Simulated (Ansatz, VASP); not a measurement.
**Hf11Ti19O60 (amorphous 37HfO2-63TiO2 (mol %)): VASP beside Ansatz**

Aim: how closely do two programs agree when they are given the same cell, functional and k mesh? Of the first pair: The structure shown is the start of the Ansatz relaxation below; VASP solves that cell, so the two are compared at the walk's first step.

Calculated with Ansatz 0.2.0; plane waves, with VASP 6.6.1 beside it; PBEsol.

### 1. Starting point

The cell holds 90 atoms: 11 Hf, 19 Ti and 60 O. Its edges and angles: a = 9.956 Å, b = 9.418 Å, c = 10.252 Å, α = 90.8°, β = 89.2°, γ = 92.3°. As first built, before any earlier steps moved the atoms or strained the cell (in the runner's words): 90 atoms (11 Zr, 19 Ti, 60 O) placed at random at 4.16 g/cm^3, melted at 5000 K for 10 ps at fixed volume with the Morse and Coulomb pair potential with partial charges (Pedone, Malavasi, Menziani, Cormack and Segre, J. Phys. Chem. B 110, 11780 (2006)). Quenched from 5000 K to 300 K at 200 K/ps and fixed volume, held 10 ps at zero pressure, then minimised at fixed cell. Then Zr was replaced by Hf and the cell scaled by 1.008 (the potential has no terms for the new elements, so the cell is a start for a DFT relaxation).

### 2. Ansatz: relaxation, PBEsol

Ansatz runs on its default PAW (the set named soft_2) files.

The two programs are compared at the cell with which this relaxation starts, whose forces are those of its first step.

File input.yaml:

```yaml
crystal:
  lattice:
    - [9.95406, -0.19126, 0.06639]
    - [-0.19126, 9.4154, -0.0663]
    - [0.06639, -0.0663, 10.25145]
  atoms:
    - { symbol: Hf, position: [0.84732, 0.27779, 0.45231] }
    - { symbol: Hf, position: [0.08805, 0.18379, 0.64648] }
    - { symbol: Hf, position: [0.27221, 0.36192, 0.14905] }
    - { symbol: Hf, position: [0.82612, 0.96523, 0.65032] }
    - { symbol: Hf, position: [0.01505, 0.13468, 0.16302] }
    - { symbol: Hf, position: [0.90839, 0.3958, 0.90835] }
    - { symbol: Hf, position: [0.04162, 0.75443, 0.71394] }
    - { symbol: Hf, position: [0.28687, 0.7001, 0.24681] }
    - { symbol: Hf, position: [0.35931, 0.02073, 0.12548] }
    - { symbol: Hf, position: [0.70864, 0.5992, 0.67444] }
    - { symbol: Hf, position: [0.75953, 0.09176, 0.96366] }
    - { symbol: Ti, position: [0.56484, 0.30367, 0.0573] }
    - { symbol: Ti, position: [0.58411, 0.76311, 0.42635] }
    - { symbol: Ti, position: [0.56128, 0.4765, 0.33321] }
    - { symbol: Ti, position: [0.54338, 0.01535, 0.58478] }
    - { symbol: Ti, position: [0.69106, 0.74792, 0.11309] }
    - { symbol: Ti, position: [0.10233, 0.01485, 0.90277] }
    - { symbol: Ti, position: [0.41633, 0.40308, 0.62401] }
    - { symbol: Ti, position: [0.40624, 0.13459, 0.84769] }
    - { symbol: Ti, position: [0.17005, 0.47443, 0.74319] }
    - { symbol: Ti, position: [0.30982, 0.09559, 0.39903] }
    - { symbol: Ti, position: [0.01148, 0.68796, 0.02049] }
    - { symbol: Ti, position: [0.08709, 0.51874, 0.42989] }
    - { symbol: Ti, position: [0.37917, 0.76251, 0.68058] }
    - { symbol: Ti, position: [0.09971, 0.89763, 0.42377] }
    - { symbol: Ti, position: [0.84081, 0.45248, 0.2203] }
    - { symbol: Ti, position: [0.67852, 0.0367, 0.24796] }
    - { symbol: Ti, position: [0.41531, 0.58495, 0.95034] }
    - { symbol: Ti, position: [0.55973, 0.85485, 0.88262] }
    - { symbol: Ti, position: [0.67022, 0.2933, 0.73124] }
    - { symbol: O, position: [0.32615, 0.56036, 0.09812] }
    - { symbol: O, position: [0.91821, 0.12992, 0.56332] }
    - { symbol: O, position: [0.46466, 0.64734, 0.3307] }
    - { symbol: O, position: [0.47066, 0.10625, 0.45764] }
    - { symbol: O, position: [0.24188, 0.33166, 0.6366] }
    - { symbol: O, position: [0.27122, 0.18875, 0.25682] }
    - { symbol: O, position: [0.81564, 0.22807, 0.81969] }
    - { symbol: O, position: [0.04217, 0.57944, 0.85567] }
    - { symbol: O, position: [0.42687, 0.98285, 0.94909] }
    - { symbol: O, position: [0.53818, 0.11878, 0.17737] }
    - { symbol: O, position: [0.82266, 0.06402, 0.15003] }
    - { symbol: O, position: [0.56119, 0.45707, 0.718] }
    - { symbol: O, position: [0.98073, 0.85969, 0.54384] }
    - { symbol: O, position: [0.96329, 0.10564, 0.97152] }
    - { symbol: O, position: [0.71173, 0.37974, 0.33953] }
    - { symbol: O, position: [0.4511, 0.8353, 0.52324] }
    - { symbol: O, position: [0.04808, 0.33041, 0.78143] }
    - { symbol: O, position: [0.08609, 0.58064, 0.61398] }
    - { symbol: O, position: [0.75329, 0.30797, 0.05506] }
    - { symbol: O, position: [0.762, 0.38335, 0.59705] }
    - { symbol: O, position: [0.4803, 0.38176, 0.20646] }
    - { symbol: O, position: [0.58113, 0.73564, 0.73142] }
    - { symbol: O, position: [0.34249, 0.57831, 0.64396] }
    - { symbol: O, position: [0.22105, 0.82587, 0.66687] }
    - { symbol: O, position: [0.4616, 0.96731, 0.73399] }
    - { symbol: O, position: [0.18255, 0.06126, 0.51644] }
    - { symbol: O, position: [0.46583, 0.39599, 0.4642] }
    - { symbol: O, position: [0.65725, 0.84543, 0.27692] }
    - { symbol: O, position: [0.59015, 0.18861, 0.90377] }
    - { symbol: O, position: [0.68351, 0.12361, 0.64153] }
    - { symbol: O, position: [0.93142, 0.5115, 0.07212] }
    - { symbol: O, position: [0.7351, 0.1167, 0.38433] }
    - { symbol: O, position: [0.29556, 0.47319, 0.86124] }
    - { symbol: O, position: [0.04019, 0.34278, 0.49506] }
    - { symbol: O, position: [0.12253, 0.7171, 0.1383] }
    - { symbol: O, position: [0.10499, 0.30483, 0.08348] }
    - { symbol: O, position: [0.39185, 0.82464, 0.13689] }
    - { symbol: O, position: [0.58488, 0.69313, 0.97862] }
    - { symbol: O, position: [0.92554, 0.28645, 0.26631] }
    - { symbol: O, position: [0.65755, 0.61394, 0.48435] }
    - { symbol: O, position: [0.22694, 0.1173, 0.80799] }
    - { symbol: O, position: [0.29019, 0.93155, 0.3235] }
    - { symbol: O, position: [0.85655, 0.76686, 0.06396] }
    - { symbol: O, position: [0.77892, 0.48957, 0.82033] }
    - { symbol: O, position: [0.4701, 0.22808, 0.70114] }
    - { symbol: O, position: [0.21133, 0.48126, 0.30624] }
    - { symbol: O, position: [0.69622, 0.5789, 0.19957] }
    - { symbol: O, position: [0.37342, 0.22665, 0.01819] }
    - { symbol: O, position: [0.93505, 0.53746, 0.34991] }
    - { symbol: O, position: [0.16969, 0.02424, 0.06767] }
    - { symbol: O, position: [0.03166, 0.99493, 0.30358] }
    - { symbol: O, position: [0.64844, 0.92604, 0.03752] }
    - { symbol: O, position: [0.00808, 0.00423, 0.74389] }
    - { symbol: O, position: [0.5307, 0.44549, 0.96806] }
    - { symbol: O, position: [0.72391, 0.95173, 0.82066] }
    - { symbol: O, position: [0.84575, 0.75019, 0.70617] }
    - { symbol: O, position: [0.68316, 0.89697, 0.53079] }
    - { symbol: O, position: [0.15299, 0.71694, 0.39623] }
    - { symbol: O, position: [0.38189, 0.74267, 0.86013] }
    - { symbol: O, position: [0.07311, 0.82626, 0.89965] }
kpoints:
  mp_grid: { grid: [1, 1, 1] }
hamiltonian:
  xc: pbesol
scf:
  occupations: { method: fermi_dirac, width: 0.05 }
output:
  forces: true
  eigenvalues: true
  stress: true
relax:
  f_tol: 0.05
  max_steps: 70
```

The run is started by

```console
$ ansatz run input.yaml --threads 4 --pin off --max-ram 8192MiB --backend cpu --events-out ev --progress --plain --runs-dir out
```

Numbers of over 12 decimals in the logs are rounded to 6 here.

What it wrote:

```text
Warning: output.stress: scf.convergence.dr2_threshold = 1e-7 eV (the SCF's general default) is looser than the 9e-9 eV advised for a printed stress (1e-10 eV for each atom of the cell: 90). What an SCF threshold leaves in a stress goes as its square root, and in the free energy as the threshold itself, and one threshold admits the most on a small cell: [figures from the program's tests cut] Every solve of this run an [...]
Engine: ansatz 0.2.0, x86_64-unknown-linux-gnu
Pseudopotentials: kind: paw
Pseudopotential: Hf, paw, valence charge 26, recommended cutoff 420 eV (normal), Hf.paw.azcp
Pseudopotential: Ti, paw, valence charge 12, recommended cutoff 420 eV (normal), Ti.paw.azcp
Pseudopotential: O, paw, valence charge 6, recommended cutoff 420 eV (normal), O.paw.azcp
Functional definition: PBEsol
  exchange = pbesol_x
  correlation = pbesol_c
Crystal: 90 atoms, lattice volume = 960.322 Å³
Basis set: ecut = 420 eV, 18777 PW (Γ), exchange–correlation on 144×128×144 points (8 copies of the dense FFT grid, shifted against one another)
Bands: 527, of which v1, the nominal top of the filled ones, is band 437 counted from 1 (436 counted from 0)
Symmetry: 1 space group operations
Space group: P1 (ITA 1), of the structure as read, at distance tolerance 9.9e-5 Å
k-points: 1
Non-local potential: Hf, projectors of the file, l = 0: 3, l = 1: 2, l = 2: 2, l = 3: 3
Non-local potential: Ti, projectors of the file, l = 0: 3, l = 1: 2, l = 2: 3, l = 3: 1
Non-local potential: O, projectors of the file, l = 0: 2, l = 1: 2, l = 2: 1
PAW form: soft (Blöchl's): semilocal exchange-correlation on the pseudo side does not see the compensation charge
PAW frozen core: Hf, regenerated for the run's functional, and the local potential with it (the file was generated under x = pbe(κ = 0.804, μ = 0.219515), c = pbe(β = 0.066725))
PAW frozen core: Ti, regenerated for the run's functional, and the local potential with it (the file was generated under x = pbe(κ = 0.804, μ = 0.219515), c = pbe(β = 0.066725))
PAW frozen core: O, regenerated for the run's functional, and the local potential with it (the file was generated under x = pbe(κ = 0.804, μ = 0.219515), c = pbe(β = 0.066725))
PAW one-centre angular grid: Hf, 590 points (default); XC on 64 Gauss nodes
PAW one-centre angular grid: Ti, 590 points (default); XC on 64 Gauss nodes
PAW one-centre angular grid: O, 110 points (default); XC on 64 Gauss nodes
Initial density: superposition of atomic densities (neutral atoms: chi_scale 0, normalization atom), corrected by the library's trained network
Initial wavefunctions: pseudopotential atomic-orbital guess
Functional: x = pbesol(κ = 0.804, μ = 0.123457), c = pbesol(β = 0.046)
SCF iter   1: F=—  HF=-252354.763631 eV  |F-HF|=—  |Δ(HF+E_count)|=         —  Δρ=1.75e-2  dr2=2.47e0  ethr=1.77e-3  ⟨swp⟩=5.0  Hψ=1709  notcnv=0  defer=37
preconditioner: auto → Resta (q_TF=auto, 2.686 Å⁻¹)  ε∞=5.0  [insulator: Δε(μ)=2.969 eV  Ē_g=17.193 eV  σ=0.050 eV  W_gap=1.00  n_scr=310 (ndim 8)  ℏωp=34.2 eV  f_vac=0.087  D(μ)=0.00/eV (n_scr^D=0)  ε∞_Penn≈5.0]
SCF iter   2: F=—  HF=-252354.223770 eV  |F-HF|=—  |Δ(HF+E_count)|=   5.40e-1  Δρ=6.25e-3  dr2=3.78e-1  ethr=2.82e-4  ⟨swp⟩=2.0  Hψ=894  notcnv=0  defer=82
SCF iter   3: F=—  HF=-252354.162974 eV  |F-HF|=—  |Δ(HF+E_count)|=   6.08e-2  Δρ=2.52e-3  dr2=5.70e-2  ethr=4.33e-5  ⟨swp⟩=2.0  Hψ=716  notcnv=0  defer=82
SCF iter   4: F=—  HF=-252354.159892 eV  |F-HF|=—  |Δ(HF+E_count)|=   3.08e-3  Δρ=1.14e-3  dr2=1.21e-2  ethr=6.52e-6  ⟨swp⟩=2.0  Hψ=644  notcnv=0  defer=82
SCF iter   5: F=—  HF=-252354.159397 eV  |F-HF|=—  |Δ(HF+E_count)|=   4.95e-4  Δρ=5.05e-4  dr2=2.74e-3  ethr=1.38e-6  ⟨swp⟩=2.0  Hψ=716  notcnv=0  defer=82
SCF iter   6: F=—  HF=-252354.159126 eV  |F-HF|=—  |Δ(HF+E_count)|=   2.72e-4  Δρ=1.30e-4  dr2=1.96e-4  ethr=3.14e-7  ⟨swp⟩=2.0  Hψ=724  notcnv=0  defer=82
SCF iter   7: F=—  HF=-252354.159197 eV  |F-HF|=—  |Δ(HF+E_count)|=   7.14e-5  Δρ=9.54e-5  dr2=9.22e-5  ethr=2.24e-8  ⟨swp⟩=2.0  Hψ=859  notcnv=0  defer=82
[...]
--- Relaxed structure (16 steps of the walk, 14 accepted, 0 SCFs on fresh bases) ---
  F+E_penalty+E_count = -252359.17852569 eV   max|allowed force component| = 2.958e-2 eV/Å
  atoms:
    - { symbol: Hf, position: [0.850751, 0.282663, 0.461064] }
    - { symbol: Hf, position: [0.098555, 0.178575, 0.643518] }
    - { symbol: Hf, position: [0.257658, 0.356769, 0.126825] }
    - { symbol: Hf, position: [0.829312, 0.964763, 0.657736] }
    - { symbol: Hf, position: [0.029662, 0.116574, 0.179345] }
    - { symbol: Hf, position: [0.931059, 0.389498, 0.928504] }
    - { symbol: Hf, position: [0.038598, 0.750048, 0.730889] }
    - { symbol: Hf, position: [0.279457, 0.689034, 0.241389] }
    - { symbol: Hf, position: [0.401444, -0.010679, 0.108458] }
    - { symbol: Hf, position: [0.716302, 0.598266, 0.680804] }
    - { symbol: Hf, position: [0.762053, 0.086224, 0.982171] }
    - { symbol: Ti, position: [0.561793, 0.312672, 0.070678] }
    - { symbol: Ti, position: [0.586374, 0.767110, 0.435405] }
    - { symbol: Ti, position: [0.555354, 0.481976, 0.335045] }
    - { symbol: Ti, position: [0.551398, 0.054725, 0.562678] }
    - { symbol: Ti, position: [0.677206, 0.743906, 0.099552] }
    - { symbol: Ti, position: [0.123305, 0.011868, 0.912657] }
    - { symbol: Ti, position: [0.421260, 0.417011, 0.631358] }
    - { symbol: Ti, position: [0.411972, 0.143002, 0.834216] }
    - { symbol: Ti, position: [0.173473, 0.472926, 0.742374] }
    - { symbol: Ti, position: [0.299865, 0.090960, 0.374842] }
    - { symbol: Ti, position: [0.014232, 0.701351, 0.034751] }
    - { symbol: Ti, position: [0.084992, 0.515417, 0.434273] }
    - { symbol: Ti, position: [0.372079, 0.776739, 0.651291] }
    - { symbol: Ti, position: [0.100138, 0.880426, 0.462385] }
    - { symbol: Ti, position: [0.834392, 0.440165, 0.220739] }
    - { symbol: Ti, position: [0.673668, 0.036258, 0.267192] }
    - { symbol: Ti, position: [0.406678, 0.609544, 0.955893] }
    - { symbol: Ti, position: [0.552800, 0.859874, 0.853891] }
    - { symbol: Ti, position: [0.685077, 0.302567, 0.752470] }
    - { symbol: O, position: [0.263188, 0.561348, 0.072983] }
    - { symbol: O, position: [0.931207, 0.112361, 0.548526] }
    - { symbol: O, position: [0.455965, 0.652339, 0.339444] }
    - { symbol: O, position: [0.461208, 0.139006, 0.434827] }
    - { symbol: O, position: [0.250837, 0.331185, 0.630905] }
    - { symbol: O, position: [0.216078, 0.208451, 0.266181] }
    - { symbol: O, position: [0.834176, 0.215941, 0.837061] }
    - { symbol: O, position: [0.050432, 0.576009, 0.868761] }
    - { symbol: O, position: [0.400919, 0.969350, 0.918285] }
    - { symbol: O, position: [0.541291, 0.132998, 0.186719] }
    - { symbol: O, position: [0.823680, 0.051696, 0.174394] }
    - { symbol: O, position: [0.564056, 0.467604, 0.739724] }
    - { symbol: O, position: [0.951492, 0.824819, 0.545804] }
    - { symbol: O, position: [0.965053, 0.055171, 0.989383] }
    - { symbol: O, position: [0.701871, 0.367642, 0.337295] }
    - { symbol: O, position: [0.442985, 0.870520, 0.500825] }
    - { symbol: O, position: [0.050846, 0.327394, 0.778805] }
    - { symbol: O, position: [0.071687, 0.576445, 0.619575] }
    - { symbol: O, position: [0.762835, 0.306970, 0.069825] }
    - { symbol: O, position: [0.774855, 0.399172, 0.604987] }
    - { symbol: O, position: [0.453187, 0.387278, 0.212368] }
    - { symbol: O, position: [0.572681, 0.746183, 0.694768] }
    - { symbol: O, position: [0.332563, 0.589918, 0.619498] }
    - { symbol: O, position: [0.202347, 0.835875, 0.637674] }
[...]
- { symbol: O, position: [0.017152, -0.00773875, 0.747061] }
    - { symbol: O, position: [0.520015, 0.460366, 0.987217] }
    - { symbol: O, position: [0.718344, 0.955201, 0.828244] }
    - { symbol: O, position: [0.841517, 0.752921, 0.747022] }
    - { symbol: O, position: [0.687632, 0.906497, 0.527348] }
    - { symbol: O, position: [0.164786, 0.711696, 0.409790] }
    - { symbol: O, position: [0.369068, 0.737869, 0.832567] }
    - { symbol: O, position: [0.112143, 0.818468, 0.908915] }
```

(Continued in part 2 of 3.)

[Lines on the potential files, build, host, timing and source positions are cut from VASP's logs without a mark.]

[Logs are printed without paths, hosts, clocks, repeated set-up lines and the standing remarks that a program may print on its own settings, such as how far it seeks lower states.]

[Hosts, paths, dates, database ids (printed as entryN), source tags and the programs' standing remarks are cut or masked in the printed files.]
